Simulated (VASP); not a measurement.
OSZICAR of a VASP run on Pd (space group P6/mmm):

### OSZICAR
```
       N       E                     dE             d eps       ncg     rms          rms(c)
DAV:   1     0.141646696464E+03    0.14165E+03   -0.10860E+04  6496   0.991E+02
DAV:   2    -0.121948002334E+02   -0.15384E+03   -0.14575E+03  7000   0.274E+02
DAV:   3    -0.160811399480E+02   -0.38863E+01   -0.38107E+01  6992   0.471E+01
DAV:   4    -0.161164437914E+02   -0.35304E-01   -0.35284E-01  7008   0.434E+00
DAV:   5    -0.161170483138E+02   -0.60452E-03   -0.60450E-03  6888   0.602E-01    0.145E+01
DAV:   6    -0.154381370644E+02    0.67891E+00   -0.24960E+00  6894   0.153E+01    0.806E+00
DAV:   7    -0.157160067984E+02   -0.27787E+00   -0.30476E+00  6792   0.195E+01    0.674E+00
DAV:   8    -0.153445356892E+02    0.37147E+00   -0.53736E-01  6720   0.142E+01    0.264E+00
DAV:   9    -0.153533833181E+02   -0.88476E-02   -0.17610E-01  6966   0.445E+00    0.146E+00
DAV:  10    -0.153372661185E+02    0.16117E-01   -0.73609E-02  6760   0.329E+00    0.135E-01
DAV:  11    -0.153374219915E+02   -0.15587E-03   -0.12542E-03  6838   0.286E-01    0.105E-01
DAV:  12    -0.153373122396E+02    0.10975E-03   -0.30944E-04  6822   0.198E-01    0.195E-02
DAV:  13    -0.153373137307E+02   -0.14911E-05   -0.18138E-05  6898   0.373E-02    0.841E-03
DAV:  14    -0.153373137369E+02   -0.62164E-08   -0.42706E-06  5426   0.238E-02
   1 F= -.15337314E+02 E0= -.15333077E+02  d E =-.847296E-02  mag=     0.0000    -0.0000    -0.0000
```

### Question
Which electronic solver shows in the log?

### Answer
It is blocked Davidson (ALGO = Normal, or the opening steps of other solvers). The INCAR had ALGO = Normal.

### Question
How was spin treated?

### Answer
With non-collinear spinors: mag has three components.

### Question
Can the final energy be trusted as converged?

### Answer
The run converged. It stopped with EDIFF = 1E-6, NELM = 100 (PBE GGA with spin-orbit coupling, plane waves, VASP's PBE PAW potentials (set 64)).

The structure was generated: Pd was put into an ordered model structure, which need not be its known phase. The cell was not relaxed at this level. The run is one of a series of settings (GGA_COMPAT = .FALSE., LNONCOLLINEAR = .TRUE., LSORBIT = .TRUE., MAGMOM = 0.0 0.0 0.0 0.0 0.0 0.0 0.0 0.0 0.0, program vasp_ncl against the base run), some of them coarse on purpose.
